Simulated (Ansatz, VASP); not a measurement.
## TiC: VASP beside Ansatz

Wanted: the spread between two codes on one cell, functional and k mesh. The cell is taken from a series of runs on this material, whose earlier steps may have relaxed, scaled, displaced or heated it; both programs get it as it stands.

Program: Ansatz 0.2.0. Level of theory: plane waves, with VASP 6.6.1 beside it; elastic constants at PBEsol. Results are calculated unless marked as measured.

## (1) Set-up

It takes space group Fm-3m (No. 225, cubic). The conventional cell has a = 4.288 Å, b = 4.288 Å, c = 4.288 Å, α = 90.00°, β = 90.00°, γ = 90.00°. Nearest to Ti lie 6 C at 2.14 Å. C has 6 Ti at 2.14 Å nearest. Farther neighbours are not listed.

Coordinates:

```cif
data_structure
_symmetry_space_group_name_H-M 'Fm-3m'
_symmetry_Int_Tables_number 225
_cell_length_a 4.2877
_cell_length_b 4.2877
_cell_length_c 4.2877
_cell_angle_alpha 90.000
_cell_angle_beta 90.000
_cell_angle_gamma 90.000
_cell_volume 78.83
loop_
_atom_site_label
_atom_site_type_symbol
_atom_site_symmetry_multiplicity
_atom_site_Wyckoff_symbol
_atom_site_fract_x
_atom_site_fract_y
_atom_site_fract_z
_atom_site_occupancy
Ti1 Ti 4 b 0.50000 0.00000 0.00000 1
C1 C 4 a 0.00000 0.00000 0.00000 1
```

## (2) VASP: elastic constants, PBEsol, pair 1

Elastic constants are differences of stresses under small strains, so they test the stress and the mesh.

Lines of VASP's logs that name or quote its potential files are left out, and so is its time.

INCAR reads:

```
SYSTEM = TiC
PREC = Accurate
ENCUT = 600
EDIFF = 1E-08
NELM = 120
ISMEAR = 1
SIGMA = 0.25
LREAL = .FALSE.
ALGO = Normal
GGA = PS
NBANDS = 14
LASPH = .TRUE.
LORBIT = 11
LWAVE = .FALSE.
LCHARG = .FALSE.
ISIF = 3
IBRION = 6
NFREE = 2
POTIM = 0.015
NSW = 1
GGA_COMPAT = .FALSE.
KPAR = 2
```

POSCAR reads:

```
TiC
1.0
    0.0000000000      2.1438403267      2.1438403267
    2.1438403267      0.0000000000      2.1438403267
    2.1438403267      2.1438403267      0.0000000000
Ti C
1 1
Direct
    0.5000000000      0.5000000000      0.5000000000
    0.0000000000      0.0000000000      0.0000000000
```

KPOINTS reads:

```
Automatic mesh
0
Gamma
4 4 4
0 0 0
```

Potentials, in the order of the species: Ti_sv and C (PBE family, release 64).

Run with:

```sh
> mpirun -np 2 vasp_std
```

Numbers of over 12 decimals in the logs are rounded to 6 here.

The program printed:

```text
[banner, memory and clock lines left out]
running    2 mpi-ranks, on    1 nodes
 distrk:  each k-point on    1 cores,    2 groups
 distr:  one band on    1 cores,    1 groups

 POSCAR found type information on POSCAR TiC
 POSCAR found :  2 types and       2 ions
|                                                                             |
|               ----> ADVICE to this user running VASP <----                  |
|                                                                             |
|     You enforced a specific xc type in the INCAR file but a different       |
|     [... a line on the potential file left out ...]
|     I HOPE YOU KNOW WHAT YOU ARE DOING!                                     |
|                                                                             |

 LDA part: xc-table for (Slater+PW92), standard interpolation
 POSCAR, INCAR and KPOINTS ok, starting setup
 FFT: planning ... GRIDC
 FFT: planning ... GRID_SOFT
 FFT: planning ... GRID
 WAVECAR not read
 entering main loop
       N       E                     dE             d eps       ncg     rms          rms(c)
DAV:   1     0.123743161170E+03    0.12374E+03   -0.95047E+03   224   0.159E+03
DAV:   2    -0.138968363864E+02   -0.13764E+03   -0.12967E+03   236   0.381E+02
DAV:   3    -0.242949315372E+02   -0.10398E+02   -0.10165E+02   362   0.951E+01
DAV:   4    -0.250490734334E+02   -0.75414E+00   -0.75371E+00   252   0.185E+01
DAV:   5    -0.250787317279E+02   -0.29658E-01   -0.29657E-01   314   0.327E+00    0.190E+01
DAV:   6    -0.203838237084E+02    0.46949E+01   -0.12660E+01   304   0.602E+01    0.671E+00
DAV:   7    -0.197844830839E+02    0.59934E+00   -0.21392E+00   276   0.213E+01    0.541E+00
DAV:   8    -0.197649301147E+02    0.19553E-01   -0.10582E-01   236   0.333E+00    0.369E+00
DAV:   9    -0.197548758446E+02    0.10054E-01   -0.12887E-01   272   0.429E+00    0.773E-01
DAV:  10    -0.197543916984E+02    0.48415E-03   -0.10524E-02   262   0.133E+00    0.771E-01
DAV:  11    -0.197520651306E+02    0.23266E-02   -0.48845E-03   236   0.104E+00    0.296E-01
DAV:  12    -0.197519093832E+02    0.15575E-03   -0.50698E-04   248   0.202E-01    0.688E-02
DAV:  13    -0.197518962341E+02    0.13149E-04   -0.46817E-05   272   0.599E-02    0.143E-02
DAV:  14    -0.197518936269E+02    0.26072E-05   -0.37954E-06   292   0.321E-02    0.153E-03
DAV:  15    -0.197518935872E+02    0.39605E-07   -0.17657E-07   272   0.524E-03    0.126E-03
DAV:  16    -0.197518936298E+02   -0.42575E-07   -0.79803E-08   304   0.276E-03    0.546E-04
DAV:  17    -0.197518936033E+02    0.26548E-07   -0.11265E-08   188   0.160E-03    0.139E-04
DAV:  18    -0.197518935991E+02    0.41371E-08   -0.34781E-10   124   0.193E-04
   1 F= -.19751894E+02 E0= -.19753229E+02  d E =0.400699E-02
[... from here on, the cycles between the ionic steps are left out ...]
   2 F= -.19745933E+02 E0= -.19746660E+02  d E =0.218264E-02
   9 F= -.19749697E+02 E0= -.19750610E+02  d E =0.273881E-02
  10 F= -.19749697E+02 E0= -.19750610E+02  d E =0.273877E-02
  11 F= -.19749697E+02 E0= -.19750610E+02  d E =0.273878E-02
  12 F= -.19749697E+02 E0= -.19750610E+02  d E =0.273877E-02
  13 F= -.19749697E+02 E0= -.19750610E+02  d E =0.273879E-02
  14 F= -.19750712E+02 E0= -.19751847E+02  d E =0.340447E-02
  15 F= -.19750712E+02 E0= -.19751847E+02  d E =0.340445E-02
  16 F= -.19750713E+02 E0= -.19751848E+02  d E =0.340448E-02
 Finite differences progress:
  Degree of freedom:   8/  8
  Displacement:        1/  2
  Total:              15/ 16
 bond charge predicted
       N       E                     dE             d eps       ncg     rms          rms(c)
DAV:   1    -0.197514919061E+02   -0.77853E-03   -0.16821E+00   364   0.761E+00    0.193E-01
DAV:   2    -0.197510779776E+02    0.41393E-03   -0.10314E-02   406   0.811E-01    0.984E-02
DAV:   3    -0.197507027508E+02    0.37523E-03   -0.99659E-04   442   0.258E-01    0.225E-02
DAV:   4    -0.197507138235E+02   -0.11073E-04   -0.12592E-04   388   0.885E-02    0.177E-02
DAV:   5    -0.197507134245E+02    0.39892E-06   -0.13737E-06   498   0.157E-02    0.104E-02
DAV:   6    -0.197507133474E+02    0.77099E-07   -0.73414E-07   448   0.129E-02    0.187E-03
DAV:   7    -0.197507133667E+02   -0.19214E-07   -0.11762E-07   424   0.341E-03    0.145E-03
DAV:   8    -0.197507133790E+02   -0.12351E-07   -0.63136E-09   200   0.180E-03    0.125E-04
DAV:   9    -0.197507133786E+02    0.44270E-09   -0.18128E-09   200   0.506E-04
  17 F= -.19750713E+02 E0= -.19751848E+02  d E =0.340445E-02
 Finite differences progress:
  Degree of freedom:   8/  8
  Displacement:        2/  2
  Total:              16/ 16
```

From OUTCAR (step 2):

```text
ion  position               nearest neighbor table
   1  0.500  0.500  0.500-   2 2.14   2 2.14   2 2.14   2 2.14   2 2.14   2 2.14
   2  0.000  0.000  0.000-   1 2.14   1 2.14   1 2.14   1 2.14   1 2.14   1 2.14

  LATTYP: Found a face centered cubic cell.
 ALAT       =     4.2876806534

 Subroutine GETGRP returns: Found 48 space group operations
 (whereof 48 operations were pure point group operations)

The static configuration has the point symmetry O_h .

 Found      8 irreducible k-points:

   k-points           NKPTS =      8   k-points in BZ     NKDIM =      8   number of bands    NBANDS=     14

   dimension x,y,z NGX =    24 NGY =   24 NGZ =   24
   dimension x,y,z NGXF=    48 NGYF=   48 NGZF=   48

   ENCUT  =  600.0 eV  44.10 Ry    6.64 a.u.   6.06  6.06  6.06*2*pi/ulx,y,z

   NELECT =      16.0000    total number of electrons

 k-points in reciprocal lattice and weights: Automatic mesh
   0.00000000  0.00000000  0.00000000       0.016
   0.25000000  0.00000000  0.00000000       0.125
   0.50000000  0.00000000  0.00000000       0.062
   0.25000000  0.25000000  0.00000000       0.094
   0.50000000  0.25000000  0.00000000       0.375
  -0.25000000  0.25000000  0.00000000       0.188
   0.50000000  0.50000000  0.00000000       0.047
  -0.25000000  0.50000000  0.25000000       0.094

 average (electrostatic) potential at core
       1 -70.4318       2 -44.3565

 E-fermi :   9.4303

 k-point     1 :       0.0000    0.0000    0.0000
  band No.  band energies     occupation
      1     -46.5134      2.00000
      2     -22.6274      2.00000
      3     -22.6274      2.00000
      4     -22.6267      2.00000
      5      -2.8796      2.00000
      6      10.3663     -0.00000
      7      10.3663     -0.00000
      8      10.3752     -0.00000
      9      11.2651     -0.00000
     10      11.3544     -0.00000
    ...

 k-point     2 :       0.2500    0.0000    0.0000
  band No.  band energies     occupation
    ...
      4     -22.6541      2.00000
      5      -1.5140      2.00000
      6       6.8381      2.00000
      7       7.8974      2.00000
      8       7.8998      2.00000
      9      11.5165     -0.00000
     10      11.5173     -0.00000
     11      12.6024     -0.00000
     12      15.7389      0.00000
     13      15.7424      0.00000
    ...

 k-point     3 :       0.5000    0.0000    0.0000
  band No.  band energies     occupation
    ...
      4     -22.6811      2.00000
      5       0.7799      2.00000
      6       3.6341      2.00000
      7       6.6553      2.00000
      8       6.6561      2.00000
      9      12.7529     -0.00000
     10      12.7537     -0.00000
     11      13.9772     -0.00000
     12      17.9386      0.00000
     13      18.1756      0.00000
    ...

  Total        0.0260544      0.0311356      0.0311356      0.0000000      0.0000000      0.0000000
  in kB        2.1182863      2.5314007      2.5314007      0.0000000      0.0000000      0.0000000
  external PRESSURE =       2.3936959 kB  Pullay stress =       0.0000000 kB

  energy-cutoff  :      600.00
  volume of cell :       19.71
      direct lattice vectors                 reciprocal lattice vectors
     0.000000000  2.143840327  2.143840327    -0.233226325  0.233226325  0.233226325
     2.143840327  0.000000000  2.143840327     0.233226325 -0.233226325  0.233226325
     2.143840327  2.143840327  0.000000000     0.233226325  0.233226325 -0.233226325

 POSITION                                       TOTAL-FORCE (eV/Angst)
 -----------------------------------------------------------------------------------
      2.14384      2.14384      2.14384        -0.156158      0.000000      0.000000
     -0.01500      0.00000      0.00000         0.156158      0.000000      0.000000
 -----------------------------------------------------------------------------------
    total drift:                               -0.000020      0.000000      0.000000

  FREE ENERGIE OF THE ION-ELECTRON SYSTEM (eV)
  ---------------------------------------------------
  free  energy   TOTEN  =       -19.7507133786 eV

  energy  without entropy=      -19.7541178329  energy(sigma->0) =      -19.75184820

  SYMMETRIZED ELASTIC MODULI (kBar)
 Direction    XX          YY          ZZ          XY          YZ          ZX
 --------------------------------------------------------------------------------
 XX        5057.9853   1468.3030   1468.3030     -0.0000      0.0000      0.0000
 YY        1468.3030   5057.9853   1468.3030      0.0000      0.0000      0.0000
 ZZ        1468.3030   1468.3030   5057.9853      0.0000     -0.0000     -0.0000
 XY          -0.0000      0.0000      0.0000   1578.9196      0.0000      0.0000
 YZ           0.0000      0.0000     -0.0000      0.0000   1578.9196      0.0000
 ZX           0.0000      0.0000     -0.0000      0.0000      0.0000   1578.9196
 --------------------------------------------------------------------------------

 Eigenvectors and eigenvalues of the dynamical matrix
 ----------------------------------------------------

   1 f  =   16.278447 THz   102.280501 2PiTHz  542.990557 cm-1    67.322219 meV
             X         Y         Z           dx          dy          dz
      2.143840  2.143840  2.143840     0.000000    0.000000   -0.447924
      0.000000  0.000000  0.000000     0.000000    0.000000    0.894072

   2 f  =   16.278447 THz   102.280501 2PiTHz  542.990557 cm-1    67.322219 meV
             X         Y         Z           dx          dy          dz
      2.143840  2.143840  2.143840     0.000000   -0.447924   -0.000000
      0.000000  0.000000  0.000000     0.000000    0.894072   -0.000000

   3 f  =   16.278447 THz   102.280501 2PiTHz  542.990557 cm-1    67.322219 meV
             X         Y         Z           dx          dy          dz
      2.143840  2.143840  2.143840    -0.447924    0.000000   -0.000000
      0.000000  0.000000  0.000000     0.894072   -0.000000   -0.000000

   4 f/i=    0.001786 THz     0.011221 2PiTHz    0.059569 cm-1     0.007386 meV
             X         Y         Z           dx          dy          dz
      2.143840  2.143840  2.143840    -0.627409   -0.623155    0.131907
      0.000000  0.000000  0.000000    -0.314328   -0.312196    0.066085

   5 f/i=    0.001786 THz     0.011221 2PiTHz    0.059569 cm-1     0.007386 meV
             X         Y         Z           dx          dy          dz
      2.143840  2.143840  2.143840     0.623028   -0.561864    0.309045
      0.000000  0.000000  0.000000     0.312133   -0.281490    0.154829

   6 f/i=    0.001786 THz     0.011221 2PiTHz    0.059569 cm-1     0.007386 meV
             X         Y         Z           dx          dy          dz
      2.143840  2.143840  2.143840    -0.132505    0.308789    0.828526
      0.000000  0.000000  0.000000    -0.066384    0.154701    0.415086

 ELASTIC MODULI CONTR FROM IONIC RELAXATION (kBar)
 Direction    XX          YY          ZZ          XY          YZ          ZX
 --------------------------------------------------------------------------------
 XX           0.0000      0.0000      0.0000      0.0000      0.0000      0.0000
 YY           0.0000      0.0000      0.0000      0.0000      0.0000      0.0000
 ZZ           0.0000      0.0000      0.0000      0.0000      0.0000      0.0000
 XY           0.0000      0.0000      0.0000      0.0000      0.0000      0.0000
 YZ           0.0000      0.0000      0.0000      0.0000      0.0000      0.0000
 ZX           0.0000      0.0000      0.0000      0.0000      0.0000      0.0000
 --------------------------------------------------------------------------------

 TOTAL ELASTIC MODULI (kBar)
 Direction    XX          YY          ZZ          XY          YZ          ZX
 --------------------------------------------------------------------------------
 XX        5057.9853   1468.3030   1468.3030     -0.0000      0.0000      0.0000
 YY        1468.3030   5057.9853   1468.3030      0.0000      0.0000      0.0000
 ZZ        1468.3030   1468.3030   5057.9853      0.0000     -0.0000     -0.0000
 XY          -0.0000      0.0000      0.0000   1578.9196      0.0000      0.0000
 YZ           0.0000      0.0000     -0.0000      0.0000   1578.9196      0.0000
 ZX           0.0000      0.0000     -0.0000      0.0000      0.0000   1578.9196
 --------------------------------------------------------------------------------

 total charge
# of ion       s       p       d       tot
------------------------------------------
    1        2.206   6.259   2.020  10.485
    2        0.894   1.499   0.000   2.393
--------------------------------------------------
tot          3.100   7.758   2.020  12.878

[... 3 further parts left out ...]
```

Levels, forces or a CONTCAR printed for this step are those of its last displaced cell, not of the structure at rest.

(Part 1 of 3 ends here.)

[Lines on the potential files, build, host, timing and source positions are cut from VASP's logs without a mark.]

[Logs are printed without paths, hosts, clocks, repeated set-up lines and the standing remarks that a program may print on its own settings, such as how far it seeks lower states.]

[Hosts, paths, dates, database ids (printed as entryN), source tags and the programs' standing remarks are cut or masked in the printed files.]
